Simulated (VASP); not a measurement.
# Al: Al into a neighbouring Al vacancy, part 2 of 2

How hard is this move in Al: Al into a neighbouring Al vacancy? Both ends are relaxed first, then a band of images between them.

VASP 6.6.1; PBEsol; plane waves and PAW (Al).

So far. Step 3 (Relax the start): The run ended after 6 ionic steps, 0.131 eV below its first step, once the forces on the free atoms met EDIFFG = -0.05. Step 4 (Relax the end): The run ended after 6 ionic steps, 0.101 eV below its first step, once the forces on the free atoms met EDIFFG = -0.05.

**5. Nudged elastic band**

Images on a straight line between the ends relax across the path, while springs keep them spaced along it.

The input, INCAR:

```
SYSTEM = Al
PREC = Normal
ENCUT = 280
EDIFF = 1E-05
NELM = 120
ISMEAR = 1
SIGMA = 0.15
LREAL = Auto
ALGO = Fast
GGA = PS
LWAVE = .FALSE.
LCHARG = .FALSE.
NCORE = 2
IMAGES = 3
SPRING = -5
IBRION = 1
POTIM = 0.3
NSW = 50
EDIFFG = -0.05
ISYM = 0
ISIF = 0
```

The input, POSCAR:

```
Al
1.0
    8.0270485368      0.0000000000      0.0000000000
    0.0000000000      8.0270485368      0.0000000000
    0.0000000000      0.0000000000      8.0270485368
Al
31
Direct
    0.7467611690      0.2475048484      0.9994738557
    0.7455735614      0.0009933997      0.2463445908
    0.9996422771      0.0000283456      0.0004130843
    0.2537974058      0.2465387665      0.9995074158
    0.4995824618      0.5006126211      0.9989289309
    0.7478352013      0.7523114316      0.0002121304
    0.2526025339      0.9992803167      0.2471223544
    0.4985999298      0.2471877749      0.2476072762
    0.7492868113      0.4996272004      0.2498377343
    0.4998895553      0.0000362262      0.5008121612
    0.7514841182      0.2499389764      0.4999762169
    0.7481900051      0.0001126765      0.7531497879
    0.9995027286      0.4992019166      0.9995728494
    0.2523543800      0.7519033747      0.9997899194
    0.0001174067      0.2496587383      0.2496870406
    0.2495847625      0.5004079948      0.2497766730
    0.4994379313      0.7529255958      0.2466143168
    0.9998492911      0.9991826494      0.4991949332
    0.2501436325      0.2494059672      0.4997324268
    0.5001065765      0.5003316706      0.5000361481
    0.7502632090      0.7495996673      0.4995864088
    0.2527510811      0.9999905397      0.7531716900
    0.5009658231      0.2475206962      0.7521864371
    0.7514445046      0.5009737505      0.7486543340
    0.9985460357      0.7491861575      0.2496053973
    0.0001483192      0.4999960373      0.4985901758
    0.2502675269      0.7493586972      0.4997739019
    0.0007260055      0.2504937975      0.7493874427
    0.2503018043      0.4997207905      0.7492182617
    0.5004352290      0.7538055811      0.7533117089
    0.0004293801      0.7491637316      0.7493708157
```

The input, KPOINTS:

```
Automatic mesh
0
Monkhorst-Pack
2 2 2
0 0 0
```

The input, 00/POSCAR:

```
Al
1.0
    8.0270485368      0.0000000000      0.0000000000
    0.0000000000      8.0270485368      0.0000000000
    0.0000000000      0.0000000000      8.0270485368
Al
31
Direct
    0.7467611690      0.2475048484      0.9994738557
    0.7455735614      0.0009933997      0.2463445908
    0.9996422771      0.0000283456      0.0004130843
    0.2537974058      0.2465387665      0.9995074158
    0.4995824618      0.5006126211      0.9989289309
    0.7478352013      0.7523114316      0.0002121304
    0.2526025339      0.9992803167      0.2471223544
    0.4985999298      0.2471877749      0.2476072762
    0.7492868113      0.4996272004      0.2498377343
    0.4998895553      0.0000362262      0.5008121612
    0.7514841182      0.2499389764      0.4999762169
    0.7481900051      0.0001126765      0.7531497879
    0.9995027286      0.4992019166      0.9995728494
    0.2523543800      0.7519033747      0.9997899194
    0.0001174067      0.2496587383      0.2496870406
    0.2495847625      0.5004079948      0.2497766730
    0.4994379313      0.7529255958      0.2466143168
    0.9998492911      0.9991826494      0.4991949332
    0.2501436325      0.2494059672      0.4997324268
    0.5001065765      0.5003316706      0.5000361481
    0.7502632090      0.7495996673      0.4995864088
    0.2527510811      0.9999905397      0.7531716900
    0.5009658231      0.2475206962      0.7521864371
    0.7514445046      0.5009737505      0.7486543340
    0.9985460357      0.7491861575      0.2496053973
    0.0001483192      0.4999960373      0.4985901758
    0.2502675269      0.7493586972      0.4997739019
    0.0007260055      0.2504937975      0.7493874427
    0.2503018043      0.4997207905      0.7492182617
    0.5004352290      0.7538055811      0.7533117089
    0.0004293801      0.7491637316      0.7493708157
```

The input, 01/POSCAR:

```
Al
1.0
    8.0270485368      0.0000000000      0.0000000000
    0.0000000000      8.0270485368      0.0000000000
    0.0000000000      0.0000000000      8.0270485368
Al
31
Direct
    0.6856789996      0.1863733578      0.9990442201
    0.7466435379      0.0014603577      0.2459766298
    0.9992418042      0.0007065583     -0.0000550690
    0.2526657873      0.2473677054      0.9994745499
    0.5005381895      0.4996848367      0.9989573070
    0.7486937799      0.7519368017     -0.0002083643
    0.2521593190      0.9992904661      0.2477979154
    0.4997667152      0.2478957600      0.2470544000
    0.7495301525      0.4991320059      0.2490191302
    0.5001441315     -0.0001429253      0.5001048940
    0.7510888017      0.2501853466      0.4996596064
    0.7485867066      0.0009882988      0.7527759010
    0.9988929949      0.4987506178      0.9996902701
    0.2519302977      0.7516654407      0.9997527419
   -0.0006549925      0.2496681746      0.2488129367
    0.2496753809      0.5003970706      0.2496279262
    0.4999043539      0.7520669685      0.2470076420
    0.9999067726      0.9994667546      0.4991206090
    0.2500791410      0.2496848041      0.4994676478
    0.4999795550      0.5002776418      0.4998038268
    0.7503636594      0.7496586299      0.4997551315
    0.2520846244      1.0002170767      0.7517370076
    0.5012574098      0.2483528827      0.7517974751
    0.7510651951      0.5001788470      0.7496342104
    0.9991029947      0.7495330571      0.2498747230
    0.0003760635      0.5001548560      0.4988361368
    0.2505494468      0.7494323277      0.4995377380
   -0.0004077085      0.2505836683      0.7502312030
    0.2500863152      0.4998466153      0.7493680632
    0.5001772261      0.7529752172      0.7522131863
    0.0006995213      0.7496098044      0.7492959136
```

The input, 02/POSCAR:

```
Al
1.0
    8.0270485368      0.0000000000      0.0000000000
    0.0000000000      8.0270485368      0.0000000000
    0.0000000000      0.0000000000      8.0270485368
Al
31
Direct
    0.6245968301      0.1252418673      0.9986145844
    0.7477135144      0.0019273157      0.2456086688
    0.9988413312      0.0013847710     -0.0005232222
    0.2515341688      0.2481966442      0.9994416840
    0.5014939171      0.4987570522      0.9989856830
    0.7495523586      0.7515621718     -0.0006288589
    0.2517161042      0.9993006154      0.2484734763
    0.5009335005      0.2486037450      0.2465015239
    0.7497734938      0.4986368114      0.2482005260
    0.5003987077     -0.0003220768      0.4993976267
    0.7506934852      0.2504317167      0.4993429959
    0.7489834080      0.0018639211      0.7524020142
    0.9982832612      0.4982993190      0.9998076908
    0.2515062154      0.7514275068      0.9997155644
   -0.0014273917      0.2496776109      0.2479388328
    0.2497659994      0.5003861463      0.2494791793
    0.5003707765      0.7512083411      0.2474009672
    0.9999642540      0.9997508598      0.4990462848
    0.2500146495      0.2499636410      0.4992028688
    0.4998525334      0.5002236130      0.4995715054
    0.7504641097      0.7497175925      0.4999238542
    0.2514181678      1.0004436136      0.7503023251
    0.5015489964      0.2491850692      0.7514085130
    0.7506858856      0.4993839436      0.7506140868
    0.9996599538      0.7498799566      0.2501440488
    0.0006038079      0.5003136746      0.4990820977
    0.2508313666      0.7495059582      0.4993015741
   -0.0015414225      0.2506735390      0.7510749632
    0.2498708262      0.4999724401      0.7495178646
    0.4999192232      0.7521448533      0.7511146637
    0.0009696626      0.7500558773      0.7492210116
```

The input, 03/POSCAR:

```
Al
1.0
    8.0270485368      0.0000000000      0.0000000000
    0.0000000000      8.0270485368      0.0000000000
    0.0000000000      0.0000000000      8.0270485368
Al
31
Direct
    0.5635146606      0.0641103768      0.9981849488
    0.7487834908      0.0023942737      0.2452407077
    0.9984408582      0.0020629838     -0.0009913755
    0.2504025503      0.2490255830      0.9994088181
    0.5024496448      0.4978292678      0.9990140590
    0.7504109372      0.7511875418     -0.0010493536
    0.2512728893      0.9993107648      0.2491490372
    0.5021002858      0.2493117300      0.2459486478
    0.7500168350      0.4981416168      0.2473819218
    0.5006532839     -0.0005012282      0.4986903594
    0.7502981688      0.2506780868      0.4990263854
    0.7493801094      0.0027395434      0.7520281273
    0.9976735274      0.4978480203      0.9999251114
    0.2510821332      0.7511895728      0.9996783870
   -0.0021997908      0.2496870472      0.2470647288
    0.2498566178      0.5003752220      0.2493304324
    0.5008371991      0.7503497138      0.2477942923
    1.0000217354      1.0000349651      0.4989719606
    0.2499501580      0.2502424778      0.4989380897
    0.4997255118      0.5001695843      0.4993391841
    0.7505645600      0.7497765551      0.5000925769
    0.2507517111      1.0006701506      0.7488676427
    0.5018405831      0.2500172556      0.7510195509
    0.7503065760      0.4985890401      0.7515939633
    1.0002169128      0.7502268562      0.2504133745
    0.0008315522      0.5004724932      0.4993280586
    0.2511132865      0.7495795886      0.4990654102
   -0.0026751365      0.2507634098      0.7519187235
    0.2496553371      0.5000982649      0.7496676660
    0.4996612204      0.7513144895      0.7500161411
    0.0012398038      0.7505019502      0.7491461095
```

The input, 04/POSCAR:

```
Al
1.0
    8.0270485368      0.0000000000      0.0000000000
    0.0000000000      8.0270485368      0.0000000000
    0.0000000000      0.0000000000      8.0270485368
Al
31
Direct
    0.5024324912      0.0029788862      0.9977553132
    0.7498534673      0.0028612317      0.2448727467
    0.9980403853      0.0027411965     -0.0014595288
    0.2492709318      0.2498545219      0.9993759522
    0.5034053724      0.4969014834      0.9990424351
    0.7512695158      0.7508129119     -0.0014698483
    0.2508296745      0.9993209142      0.2498245982
    0.5032670712      0.2500197151      0.2453957716
    0.7502601762      0.4976464223      0.2465633177
    0.5009078601     -0.0006803797      0.4979830922
    0.7499028523      0.2509244570      0.4987097749
    0.7497768109      0.0036151657      0.7516542404
    0.9970637937      0.4973967215      1.0000425321
    0.2506580509      0.7509516388      0.9996412095
   -0.0029721900      0.2496964835      0.2461906249
    0.2499472362      0.5003642978      0.2491816856
    0.5013036217      0.7494910865      0.2481876175
    1.0000792169      1.0003190703      0.4988976364
    0.2498856665      0.2505213147      0.4986733107
    0.4995984903      0.5001155555      0.4991068628
    0.7506650104      0.7498355177      0.5002612996
    0.2500852544      1.0008966876      0.7474329603
    0.5021321698      0.2508494421      0.7506305889
    0.7499272665      0.4977941366      0.7525738397
    1.0007738718      0.7505737558      0.2506827002
    0.0010592966      0.5006313119      0.4995740196
    0.2513952064      0.7496532191      0.4988292463
   -0.0038088505      0.2508532806      0.7527624838
    0.2494398480      0.5002240897      0.7498174675
    0.4994032175      0.7504841256      0.7489176185
    0.0015099450      0.7509480230      0.7490712074
```

PAW data sets: Al (PBE family, release 64).

On the command line:

```
mpirun -np 6 vasp_std
```

It took 26 s on 6 MPI ranks of AMD EPYC 9R45, shared host; peak memory 1.1 GiB.

The path, image by image:

```
image  path (A)  energy (eV)     Al1: x, y, z (Å)
    0     0.000       0.0000  5.994, 1.987, 8.023
    1     0.752       0.3087  5.531, 1.520, 8.022
    2     1.500       0.6216  5.013, 1.006, 8.021
    3     2.248       0.3055  4.499, 0.488, 8.020
    4     3.001       0.0000  4.033, 0.024, 8.009
```

Numbers from this step:

- electronic cycles: 50
- path length: 3.001 Å
- barrier: 0.6216 eV
- barrier in the reverse direction: 0.6216 eV
- barrier from a spline through the images: 0.6215 eV
- reaction energy: -8.71e-6 eV

What the program prints for this run, and its count of cycles, belong to image 1; the force that counts for the threshold is the band's, across the path.

**6. Results**

| Property | Result |
| --- | --- |
| hop | Al into a neighbouring Al vacancy |
| barrier | 0.622 eV |
| barrier in the reverse direction | 0.622 eV |
| barrier from a spline through the images | 0.622 eV |
| reaction energy | -8.7e-6 eV |
| path length | 3.00 Å |

In words: The barrier is 0.62 eV forwards and 0.62 eV backwards. With an attempt frequency of 10¹³ per second, taken as a typical value, this barrier gives about 10^3 hops a second at 300 K. Both ends are alike and an image sits at the midpoint, which is the saddle if the path is symmetric. The band met its force threshold after 9 steps. Cell and mesh are small and were not tested. The band started on a straight line, so other routes may lie lower.

[Lines on the potential files, build, host, timing and source positions are cut from VASP's logs without a mark.]

[Logs are printed without paths, hosts, clocks, repeated set-up lines and the standing remarks that a program may print on its own settings, such as how far it seeks lower states.]

[Hosts, paths, dates, database ids (printed as entryN), source tags and the programs' standing remarks are cut or masked in the printed files.]

[Runs that stopped without an error message from VASP are left out.]
